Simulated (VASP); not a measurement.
Wanted: the native input for a VASP 6.6.1 run.

* Task: band structure
* Functional: TB-mBJ
* Potentials or basis: VASP PAW PBE potentials, release 64 (Si, N)
* Cutoff: 520 eV
* k mesh: 6 × 6 × 6
* Occupations: gaussian, width 0.03 eV
* Spin: no spin polarisation
* Further INCAR settings: ALGO = Normal; EDIFF = 1e-06; NBANDS = 45

Crystal: Si3N4.

```
Si N
1.0
     0.00000    3.87223    3.87223
     3.87223    0.00000    3.87223
     3.87223    3.87223    0.00000
Si N
6 8
Cartesian
  2.9042 2.9042 0.9681
  2.9042 0.9681 2.9042
  0.9681 2.9042 2.9042
  0.9681 0.9681 0.9681
  5.8083 5.8083 5.8083
  3.8722 3.8722 3.8722
  2.8465 2.8465 2.8465
  6.8340 4.7827 4.7827
  4.7827 4.7827 6.8340
  4.7827 6.8340 4.7827
  4.8979 4.8979 2.8465
  4.8979 2.8465 4.8979
  6.8340 6.8340 6.8340
  2.8465 4.8979 4.8979
```

The cell is a database's computed one.

One way to write it, as run:

POSCAR

```
Si3N4                                   
1.0
    0.0000000000      3.8722300466      3.8722300466
    3.8722300466      0.0000000000      3.8722300466
    3.8722300466      3.8722300466      0.0000000000
  Si              N             
     6     8
Direct
     0.1250000000000000    0.1250000000000000    0.6250000000000000
     0.1250000000000000    0.6250000000000000    0.1250000000000000
     0.6250000000000000    0.1250000000000000    0.1250000000000000
     0.1250000000000000    0.1250000000000000    0.1250000000000000
     0.7500000000000000    0.7500000000000000    0.7500000000000000
     0.5000000000000000    0.5000000000000000    0.5000000000000000
     0.3675589953097429    0.3675589953097429    0.3675589953097429
     0.3526769859292429    0.8824410046902571    0.8824410046902571
     0.8824410046902571    0.8824410046902571    0.3526769859292429
     0.8824410046902571    0.3526769859292429    0.8824410046902571
     0.3675589953097429    0.3675589953097429    0.8973230140707571
     0.3675589953097429    0.8973230140707571    0.3675589953097429
     0.8824410046902571    0.8824410046902571    0.8824410046902571
     0.8973230140707571    0.3675589953097429    0.3675589953097429
```

INCAR.step1

```
SYSTEM = Si3N4
  ALGO = Normal
  EDIFF = 1E-5
  ENCUT = 520
  GGA = PE
  ISIF = 2
  ISMEAR = 0
  KPAR = 4
  LASPH = .TRUE.
  LCHARG = .FALSE.
  LREAL = .FALSE.
  LWAVE = .TRUE.
  NBANDS = 45
  NELM = 80
  PREC = Accurate
  SIGMA = 0.03
```

INCAR.step2

```
SYSTEM = Si3N4
  ALGO = Normal
  EDIFF = 1E-6
  ENCUT = 520
  ISIF = 2
  ISMEAR = 0
  ISTART = 1
  KPAR = 4
  LASPH = .TRUE.
  LCHARG = .FALSE.
  LREAL = .FALSE.
  LWAVE = .FALSE.
  METAGGA = MBJ
  NBANDS = 45
  NELM = 80
  PREC = Accurate
  SIGMA = 0.03
```

KPOINTS

```
k-points
0
G
  6 6 6
  0 0 0
```

KPOINTS_OPT

```
explicit points
302
Reciprocal
 0.0000000000  0.0000000000  0.0000000000 1
 0.0263157895  0.0000000000  0.0263157895 1
 0.0526315789  0.0000000000  0.0526315789 1
 0.0789473684  0.0000000000  0.0789473684 1
 0.1052631579  0.0000000000  0.1052631579 1
 0.1315789474  0.0000000000  0.1315789474 1
[... 294 lines left out ...]
 0.4846631000  0.0153369000  0.5000000000 1
 0.5153369000 -0.0153369000  0.5000000000 1
```

Potentials or basis: VASP PAW PBE potentials, release 64 (Si, N).

Launch:

```console
$ cat potpaw_PBE.64/Si/POTCAR potpaw_PBE.64/N/POTCAR > POTCAR
$ cp INCAR.step1 INCAR
$ mpirun -np 4 vasp_std > vasp.out
$ cp INCAR.step2 INCAR
$ mpirun -np 4 vasp_std > vasp.out
```

Results of the run:

```
Band gap on the k mesh  : 4.72 eV, indirect (least direct gap 4.80 eV)
Band gap along the path : 4.72 eV, indirect (least direct gap 4.80 eV)
```

Run time: 4.4 min on 4 MPI ranks on Intel(R) Xeon(R) 6975P-C (Granite Rapids), on a shared host, peak memory 0.33 GiB a rank.
